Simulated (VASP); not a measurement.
Output of a VASP run:

**OSZICAR**
```
       N       E                     dE             d eps       ncg     rms          rms(c)
DAV:   1    -0.418118760013E+01   -0.41812E+01   -0.17842E+03  6606   0.533E+02
DAV:   2    -0.891069915458E+01   -0.47295E+01   -0.45324E+01 10008   0.625E+01
DAV:   3    -0.894221663515E+01   -0.31517E-01   -0.31175E-01  8514   0.456E+00
DAV:   4    -0.894225031428E+01   -0.33679E-04   -0.33679E-04  9486   0.130E-01
DAV:   5    -0.894225034700E+01   -0.32723E-07   -0.32751E-07  8502   0.191E-03    0.130E+00
DAV:   6    -0.866053174198E+01    0.28172E+00   -0.96231E-02  7068   0.296E+00    0.763E-01
DAV:   7    -0.863952660041E+01    0.21005E-01   -0.14955E-02  7038   0.122E+00    0.132E-01
DAV:   8    -0.866125251444E+01   -0.21726E-01   -0.84545E-03  7590   0.886E-01    0.119E-02
DAV:   9    -0.865977915912E+01    0.14734E-02   -0.19708E-04  8694   0.150E-01    0.114E-02
DAV:  10    -0.865959105143E+01    0.18811E-03   -0.21046E-05  7800   0.473E-02    0.644E-03
DAV:  11    -0.865956450543E+01    0.26546E-04   -0.92609E-06  8262   0.233E-02    0.171E-03
DAV:  12    -0.865957348020E+01   -0.89748E-05   -0.25975E-06  7284   0.187E-02    0.183E-04
DAV:  13    -0.865957342296E+01    0.57242E-07   -0.97340E-09  6672   0.107E-03
   1 F= -.86595734E+01 E0= -.86595820E+01  d E =0.256802E-04
```

OUTCAR:
```
------------------------ aborting loop because EDIFF is reached ----------------------------------------
  FORCE on cell =-STRESS in cart. coord.  units (eV):
  Direction    XX          YY          ZZ          XY          YZ          ZX
  --------------------------------------------------------------------------------------
  Total        0.2282393     -0.4082013      0.2383331     -0.0000000      0.0000000      0.0000000
  in kB       23.0951154    -41.3051267     24.1164850     -0.0000000      0.0000000      0.0000000
  external PRESSURE =       1.9688245 kB  Pullay stress =       0.0000000 kB
  volume of cell :       15.83
      direct lattice vectors                 reciprocal lattice vectors
     1.132904196 -1.962247459  0.000000000     0.441343585 -0.254809860  0.000000000
     1.132904196  1.962247459  0.000000000     0.441343585  0.254809860  0.000000000
     0.000000000  0.000000000  3.561262657     0.000000000  0.000000000  0.280799283
 POSITION                                       TOTAL-FORCE (eV/Angst)
 -----------------------------------------------------------------------------------
      1.13290      0.65408      0.89032         0.000000     -0.319907      0.000000
      1.13290     -0.75408      2.67095         0.000000      0.319907      0.000000
 -----------------------------------------------------------------------------------
    total drift:                                0.000000     -0.000012     -0.000000
  FREE ENERGIE OF THE ION-ELECTRON SYSTEM (eV)
  ---------------------------------------------------
  free  energy   TOTEN  =        -8.6595734230 eV

  energy  without entropy=       -8.6595991032  energy(sigma->0) =       -8.65958198
```
(Selected blocks of OUTCAR.)

**POSCAR**
```
Be
1
    1.1329041964    -1.9622474592     0.0000000000
    1.1329041964     1.9622474592     0.0000000000
    0.0000000000     0.0000000000     3.5612626566
Be
2
Direct
  0.3333330000   0.6666670000   0.2500000000
  0.6921479860   0.3078520140   0.7500000000
```

Task: Reconstruct the remaining input files.

Result: One answer among several that fit: the input of the run itself, r2SCAN meta-GGA, plane waves, VASP's PBE PAW potentials (set 64).

### INCAR
```
SYSTEM = Be
PREC = Accurate
ENCUT = 480
EDIFF = 1E-7
NELM = 100
ALGO = Normal
LREAL = .FALSE.
LASPH = .TRUE.
ISMEAR = 1
SIGMA = 0.1
METAGGA = R2SCAN
LMIXTAU = .TRUE.
LWAVE = .FALSE.
LCHARG = .FALSE.
ISIF = 2
```

### KPOINTS
```
Automatic mesh
0
Gamma
18 18 10
0 0 0
```

POTCAR, in this order: Be (PBE.64 set). Program: vasp_std.

The compound is Be in the hcp structure. This cell was strained or had an atom moved on purpose.
